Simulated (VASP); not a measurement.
# BiAs (Fm-3m): band edges, masses and strain, part 2 of 3

Aim: the gap of BiAs, the masses at its band edges and their response to strain. The cell is generated by rule, not measured, and may not be a known phase.

VASP 6.6.1, plane waves and PAW; the level of theory is named at each step.

Still holding for the runs below: The k-mesh is coarse for a metal.

So far. Step 3 (Bands on a dense mesh): At -2.0 GPa the cell is away from the equilibrium volume of this level: left free, it would shrink.

The structure was built from a prototype and need not be the compound's stable phase.

### 4. Bands with spin-orbit coupling

This step: PBE, spin-orbit coupling; plane waves and PAW (As, Bi_d); invented cell (VASP 6.6.1).

Spin-orbit coupling can split and shift the band edges, more so for heavy elements, so the bands are solved again with spinors.

INCAR reads:

```
SYSTEM = BiAs
PREC = Accurate
ENCUT = 400
EDIFF = 1E-06
NELM = 100
ISMEAR = 0
SIGMA = 0.02
LREAL = .FALSE.
ALGO = Normal
GGA = PE
LNONCOLLINEAR = .TRUE.
MAGMOM = 0 0 0 0 0 0
NBANDS = 32
GGA_COMPAT = .FALSE.
LASPH = .TRUE.
LSORBIT = .TRUE.
LORBIT = 11
LWAVE = .FALSE.
LCHARG = .FALSE.
KPAR = 4
ISIF = 2
```

POSCAR reads:

```
BiAs
1.0
    0.0000000000      3.0500000000      3.0500000000
    3.0500000000      0.0000000000      3.0500000000
    3.0500000000      3.0500000000      0.0000000000
As Bi
1 1
Direct
    0.0000000000      0.0000000000      0.0000000000
    0.5000000000      0.5000000000      0.5000000000
```

KPOINTS reads:

```
Automatic mesh
0
Gamma
8 8 8
0 0 0
```

KPOINTS_OPT reads:

```
Line mode
16
Line-mode
Reciprocal
  0.00000000   0.00000000   0.00000000 GAMMA
  0.50000000   0.00000000   0.50000000 X

  0.50000000   0.00000000   0.50000000 X
  0.50000000   0.25000000   0.75000000 W

  0.50000000   0.25000000   0.75000000 W
  0.37500000   0.37500000   0.75000000 K

  0.37500000   0.37500000   0.75000000 K
  0.00000000   0.00000000   0.00000000 GAMMA

  0.00000000   0.00000000   0.00000000 GAMMA
  0.50000000   0.50000000   0.50000000 L

  0.50000000   0.50000000   0.50000000 L
  0.62500000   0.25000000   0.62500000 U

  0.62500000   0.25000000   0.62500000 U
  0.50000000   0.25000000   0.75000000 W

  0.50000000   0.25000000   0.75000000 W
  0.50000000   0.50000000   0.50000000 L

  0.50000000   0.50000000   0.50000000 L
  0.37500000   0.37500000   0.75000000 K

  0.62500000   0.25000000   0.62500000 U
  0.50000000   0.00000000   0.50000000 X
```

The projector-augmented-wave data sets are As and Bi_d (PBE family, release 64).

Run with:

```
$ mpirun -np 4 vasp_ncl
```

The log of the run:

```text
[... set-up lines as in an earlier step ...]
 entering main loop
       N       E                     dE             d eps       ncg     rms          rms(c)
DAV:   1     0.176875572268E+03    0.17688E+03   -0.84972E+03  1856   0.111E+03
DAV:   2     0.809922600278E+01   -0.16878E+03   -0.16323E+03  1912   0.344E+02
DAV:   3    -0.874722255194E+01   -0.16846E+02   -0.16542E+02  2344   0.120E+02
DAV:   4    -0.934175054713E+01   -0.59453E+00   -0.59380E+00  2176   0.246E+01
DAV:   5    -0.936632332777E+01   -0.24573E-01   -0.24572E-01  2744   0.470E+00    0.200E+00
DAV:   6    -0.924784553247E+01    0.11848E+00   -0.52171E-01  2400   0.373E+00    0.974E-01
DAV:   7    -0.925452829154E+01   -0.66828E-02   -0.53279E-02  2312   0.127E+00    0.587E-01
DAV:   8    -0.925629233023E+01   -0.17640E-02   -0.56863E-03  2368   0.804E-01    0.237E-01
DAV:   9    -0.925616479394E+01    0.12754E-03   -0.64803E-04  2320   0.211E-01    0.995E-02
DAV:  10    -0.925608813137E+01    0.76663E-04   -0.40446E-04  2352   0.166E-01    0.404E-02
DAV:  11    -0.925611189535E+01   -0.23764E-04   -0.85877E-05  2104   0.647E-02    0.163E-02
DAV:  12    -0.925611315987E+01   -0.12645E-05   -0.16228E-05  2616   0.474E-02    0.536E-03
DAV:  13    -0.925611212091E+01    0.10390E-05   -0.23419E-06  1856   0.118E-02    0.180E-03
DAV:  14    -0.925611189652E+01    0.22439E-06   -0.17185E-07  1216   0.633E-03
   1 F= -.92561119E+01 E0= -.92561107E+01  d E =-.230040E-05  mag=     0.0000    -0.0000    -0.0000
 Start KPOINTS_OPT (optional k-point list driver)
k-point batch [1-29\160]
       N       E                     dE             ncg
DAV:   1     0.466183993313E+03   -0.11234E+05     1864
DAV:   2    -0.447519712896E+04   -0.49414E+04     1936
DAV:   3    -0.495351267829E+04   -0.47832E+03     2448
DAV:   4    -0.496878479592E+04   -0.15272E+02     2256
DAV:   5    -0.496945447606E+04   -0.66968E+00     2768
DAV:   6    -0.496947051519E+04   -0.16039E-01     2528
DAV:   7    -0.496947084468E+04   -0.32949E-03     2752
DAV:   8    -0.496947085327E+04   -0.85909E-05     2400
DAV:   9    -0.496947085341E+04   -0.14151E-06     1528
[...]
k-point batch [146-160\160]
       N       E                     dE             ncg
DAV:   1     0.761872640352E+04   -0.85469E+04      960
DAV:   2     0.505469588642E+04   -0.25640E+04      960
DAV:   3     0.480336347706E+04   -0.25133E+03     1272
DAV:   4     0.479547261612E+04   -0.78909E+01     1144
DAV:   5     0.479507464855E+04   -0.39797E+00     1488
DAV:   6     0.479506771660E+04   -0.69319E-02     1256
DAV:   7     0.479506741747E+04   -0.29913E-03     1504
DAV:   8     0.479506741418E+04   -0.32952E-05     1120
DAV:   9     0.479506741410E+04   -0.81060E-07      816
```

Run time: 2.5 min. Hardware: 4 MPI ranks of Intel Xeon Platinum 8375C at 2.90GHz (Ice Lake), shared host; peak memory 1.2 GiB; 9.8 min of CPU time.

From OUTCAR (step 4):

```text
The static configuration has the point symmetry O_h .

 Found     29 irreducible k-points:

   k-points           NKPTS =     29   k-points in BZ     NKDIM =     29   number of bands    NBANDS=     32

   NELECT =      20.0000    total number of electrons

 E-fermi :   5.6505

 k-point     1 :       0.0000    0.0000    0.0000
  band No.  band energies     occupation
    ...
     16       3.4898      1.00000
     17       4.5763      1.00000
     18       4.5763      1.00000
     19       4.5763      1.00000
     20       4.5763      1.00000
     21       8.0736      0.00000
     22       8.0736      0.00000
     23       9.9840      0.00000
     24       9.9840      0.00000
     25       9.9841      0.00000
    ...

 k-point     2 :       0.1250    0.0000    0.0000
  band No.  band energies     occupation
    ...
     16       3.6028      1.00000
     17       4.6136      1.00000
     18       4.6136      1.00000
     19       4.7043      1.00000
     20       4.7043      1.00000
     21       7.5793      0.00000
     22       7.5793      0.00000
     23       9.1086      0.00000
     24       9.1086      0.00000
     25       9.2665      0.00000
    ...

  Total       -0.5446931     -0.5446931     -0.5446931     -0.0000000      0.0000000     -0.0000000
  in kB      -15.3791716    -15.3791716    -15.3791716     -0.0000000      0.0000000     -0.0000000
  external PRESSURE =     -15.3791716 kB  Pullay stress =       0.0000000 kB

 POSITION                                       TOTAL-FORCE (eV/Angst)
 -----------------------------------------------------------------------------------
      0.00000      0.00000      0.00000         0.000000      0.000000      0.000000
      3.05000      3.05000      3.05000        -0.000000     -0.000000     -0.000000
 -----------------------------------------------------------------------------------
    total drift:                                0.000000      0.000000      0.000000

  FREE ENERGIE OF THE ION-ELECTRON SYSTEM (eV)
  ---------------------------------------------------
  free  energy   TOTEN  =        -9.2561118965 eV

  energy  without entropy=       -9.2561095961  energy(sigma->0) =       -9.25611075

 Spin-Orbit-Coupling matrix elements
 Ion:    1  E_soc:     -0.0306510
 Ion:    2  E_soc:     -1.5631963

 total charge
# of ion       s       p       d       tot
------------------------------------------
    1        1.288   1.370   0.021   2.679
    2        1.552   1.196   9.938  12.687
--------------------------------------------------
tot          2.840   2.565   9.960  15.366

 magnetization (x)
# of ion       s       p       d       tot
------------------------------------------
    1       -0.000   0.000   0.000  -0.000
    2       -0.000   0.000   0.000  -0.000
--------------------------------------------------
tot         -0.000   0.000   0.000  -0.000

 magnetization (y)
# of ion       s       p       d       tot
------------------------------------------
    1       -0.000   0.000   0.000  -0.000
    2        0.000   0.000   0.000   0.000
--------------------------------------------------
tot          0.000   0.000   0.000   0.000

 magnetization (z)
# of ion       s       p       d       tot
------------------------------------------
    1        0.000  -0.000   0.000   0.000
    2        0.000   0.000   0.000   0.000
--------------------------------------------------
tot          0.000  -0.000   0.000   0.000

[... 7 parts as in an earlier step ...]

[... 5 further parts left out ...]
```

LASPH is on here and off in the session's scalar semilocal runs, so a comparison with those holds both changes.

Numbers from this step:

| Item | Value |
| --- | --- |
| SCF cycles | 14 |
| bands | 32 |
| irreducible k-points | 29 |
| free energy (TOTEN) | -9.256 eV |
| Fermi energy | 5.651 eV |
| pressure | -1.538 GPa |

The spin moment in the PAW sphere vanishes on all atoms.

On-site spin-orbit energy by atom:

```csv
atom,on-site spin-orbit energy (eV)
As1,-0.03
Bi2,-1.56
```

The electronic bands at the labelled points (eV, zero at the Fermi level; # counts the bands kept, so #1 is VASP's band 13):

| point | #5 | #6 | #7 | #8 | #9 | #10 | #11 | #12 |
| --- | --- | --- | --- | --- | --- | --- | --- | --- |
| Γ | -1.07 | -1.07 | -1.07 | -1.07 | 2.42 | 2.42 | 4.33 | 4.33 |
| 0.47 of the way | -2.02 | -2.02 | -1.36 | -1.36 | 1.77 | 1.77 | 3.80 | 3.80 |
| X | -3.51 | -3.51 | -2.89 | -2.89 | 3.11 | 3.11 | 4.47 | 4.47 |
| 0.47 of the way | -3.63 | -3.63 | -2.23 | -2.23 | 3.31 | 3.31 | 3.80 | 3.80 |
| W | -4.20 | -4.20 | -0.04 | -0.04 | 0.61 | 0.61 | 5.32 | 5.32 |
| 0.53 of the way | -3.67 | -3.67 | -1.27 | -1.27 | 1.88 | 1.88 | 4.58 | 4.58 |
| K | -2.87 | -2.87 | -2.30 | -2.30 | 2.93 | 2.93 | 3.90 | 3.90 |
| 0.47 of the way | -0.44 | -0.44 | -0.25 | -0.25 | 0.12 | 0.12 | 1.13 | 1.13 |
| Γ | -1.07 | -1.07 | -1.07 | -1.07 | 2.42 | 2.42 | 4.33 | 4.33 |
| 0.47 of the way | -0.93 | -0.93 | -0.72 | -0.72 | 1.10 | 1.10 | 2.30 | 2.30 |
| L | -0.62 | -0.62 | -0.45 | -0.45 | 0.05 | 0.05 | 0.49 | 0.49 |
| 0.47 of the way | -1.86 | -1.86 | -1.32 | -1.32 | 1.23 | 1.23 | 2.09 | 2.09 |
| U | -2.87 | -2.87 | -2.30 | -2.30 | 2.93 | 2.93 | 3.90 | 3.90 |
| 0.47 of the way | -3.67 | -3.67 | -1.27 | -1.27 | 1.88 | 1.88 | 4.58 | 4.58 |
| W | -4.20 | -4.20 | -0.04 | -0.04 | 0.61 | 0.61 | 5.32 | 5.32 |
| 0.47 of the way | -3.11 | -3.11 | -0.19 | -0.19 | 0.32 | 0.32 | 3.58 | 3.58 |
| L | -0.62 | -0.62 | -0.45 | -0.45 | 0.05 | 0.05 | 0.49 | 0.49 |
| 0.53 of the way | -2.03 | -2.03 | -1.48 | -1.48 | 1.48 | 1.48 | 2.36 | 2.36 |
| K | -2.87 | -2.87 | -2.30 | -2.30 | 2.93 | 2.93 | 3.90 | 3.90 |
| jump to U | -2.87 | -2.87 | -2.30 | -2.30 | 2.93 | 2.93 | 3.90 | 3.90 |
| 0.53 of the way | -3.36 | -3.36 | -2.76 | -2.76 | 3.46 | 3.46 | 4.08 | 4.08 |
| X | -3.51 | -3.51 | -2.89 | -2.89 | 3.11 | 3.11 | 4.47 | 4.47 |

Of the projections kept (As, Bi), the largest for each band there; the rest of the weight can lie on other orbitals:

```
point       #5       #6       #7       #8       #9      #10      #11      #12
    Γ  As 0.65  As 0.65  As 0.66  As 0.66  Bi 0.54  Bi 0.54  Bi 0.75  Bi 0.75
    X  Bi 0.52  Bi 0.52  As 0.54  As 0.54  Bi 0.64  Bi 0.64  Bi 0.51  Bi 0.51
    W  As 0.50  As 0.50  As 0.83  As 0.83  Bi 0.84  Bi 0.84  As 0.68  As 0.68
    K  Bi 0.53  Bi 0.53  As 0.53  As 0.53  As 0.51  As 0.51  As 0.50  As 0.50
    Γ  As 0.65  As 0.65  As 0.66  As 0.66  Bi 0.54  Bi 0.54  Bi 0.75  Bi 0.75
    L  As 0.91  As 0.91  As 0.91  As 0.91  As 0.63  As 0.63  Bi 0.77  Bi 0.77
```

### 5. Orbitals for bands with HSE06

This step: PBE; plane waves and PAW (As, Bi_d); invented cell (VASP 6.6.1).

The hybrid starts from PBE orbitals, which saves many expensive cycles.

INCAR reads:

```
SYSTEM = BiAs
PREC = Accurate
ENCUT = 400
EDIFF = 1E-05
NELM = 100
ISMEAR = 0
SIGMA = 0.02
LREAL = .FALSE.
ALGO = Normal
GGA = PE
NBANDS = 16
LORBIT = 11
LWAVE = .TRUE.
LCHARG = .FALSE.
KPAR = 4
```

POSCAR is that of step 4.

KPOINTS reads:

```
Automatic mesh
0
Gamma
4 4 4
0 0 0
```

Run with:

```
$ mpirun -np 4 vasp_std
```

The log of the run:

```text
[... set-up lines as in an earlier step ...]
 entering main loop
       N       E                     dE             d eps       ncg     rms          rms(c)
DAV:   1     0.139831240471E+03    0.13983E+03   -0.91549E+03   256   0.113E+03
DAV:   2     0.217581659643E+00   -0.13961E+03   -0.13719E+03   296   0.321E+02
DAV:   3    -0.848478240163E+01   -0.87024E+01   -0.86922E+01   320   0.816E+01
DAV:   4    -0.868775449170E+01   -0.20297E+00   -0.20294E+00   312   0.142E+01
DAV:   5    -0.869615535543E+01   -0.84009E-02   -0.84005E-02   344   0.267E+00    0.234E+00
DAV:   6    -0.848443858138E+01    0.21172E+00   -0.93428E-01   376   0.499E+00    0.119E+00
DAV:   7    -0.849010192879E+01   -0.56633E-02   -0.62766E-02   280   0.126E+00    0.630E-01
DAV:   8    -0.849099608469E+01   -0.89416E-03   -0.49918E-03   328   0.599E-01    0.866E-02
DAV:   9    -0.849084866622E+01    0.14742E-03   -0.11765E-03   344   0.225E-01    0.484E-02
DAV:  10    -0.849087287782E+01   -0.24212E-04   -0.18995E-04   320   0.805E-02    0.231E-02
DAV:  11    -0.849086696518E+01    0.59126E-05   -0.47210E-05   280   0.531E-02
   1 F= -.84908670E+01 E0= -.84903987E+01  d E =-.936610E-03
 writing wavefunctions
```

It took 4.4 s on 4 MPI ranks; peak memory 0.55 GiB; 14 s of CPU time.

Parts of OUTCAR (step 5):

```text
   k-points           NKPTS =      8   k-points in BZ     NKDIM =      8   number of bands    NBANDS=     16

   NELECT =      20.0000    total number of electrons

 E-fermi :   5.6695

 k-point     1 :       0.0000    0.0000    0.0000
  band No.  band energies     occupation
    ...
      6      -7.6039      2.00000
      7      -0.9385      2.00000
      8       4.3014      2.00000
      9       4.3014      2.00000
     10       4.3014      2.00000
     11       9.3187      0.00000
     12       9.3187      0.00000
     13       9.3187      0.00000
     14      11.5921      0.00000
     15      11.5921      0.00000
    ...

  Total       -0.7420805     -0.7420805     -0.7420805     -0.0000000     -0.0000000     -0.0000000
  in kB      -20.9523183    -20.9523183    -20.9523183     -0.0000000     -0.0000000     -0.0000000
  external PRESSURE =     -20.9523183 kB  Pullay stress =       0.0000000 kB

  FREE ENERGIE OF THE ION-ELECTRON SYSTEM (eV)
  ---------------------------------------------------
  free  energy   TOTEN  =        -8.4908669652 eV

  energy  without entropy=       -8.4899303549  energy(sigma->0) =       -8.49039866

[... 7 parts as in an earlier step ...]

[... 10 further parts left out ...]
```

The gap is read on the k-mesh alone, so it is an upper bound where the band edges lie off the mesh. The gap is under twice the smearing width, so the edge states are partly filled and the run can't tell a small gap from a semimetal.

Numbers from this step:

| Quantity | Value |
| --- | --- |
| SCF cycles | 11 |
| bands | 16 |
| irreducible k-points | 8 |
| free energy (TOTEN) | -8.491 eV |
| energy at zero smearing | -8.490 eV |
| Fermi energy | 5.670 eV |
| pressure | -2.095 GPa |
| metallic | no |
| valence top at k | -0.25, 0.5, 0.25 |
| conduction bottom at k | 0.5, 0, 0 |
| least direct gap at k | 0.5, 0, 0 |
| gap on the k-mesh | 0.03110 eV |
| least direct gap on the k-mesh | 0.1192 eV |

[end of part 2 of 3]

[Lines on the potential files, build, host, timing and source positions are cut from VASP's logs without a mark.]

[Logs are printed without paths, hosts, clocks, repeated set-up lines and the standing remarks that a program may print on its own settings, such as how far it seeks lower states.]

[Hosts, paths, dates, database ids (printed as entryN), source tags and the programs' standing remarks are cut or masked in the printed files.]

[In band tables of VASP the shares of atoms and orbitals are scaled to a sum of 1 inside the atoms' spheres.]

[Gaps and slopes under strain along one axis are those of the sampled path and mesh points; where strain splits equal valleys, another of them can be the edge.]
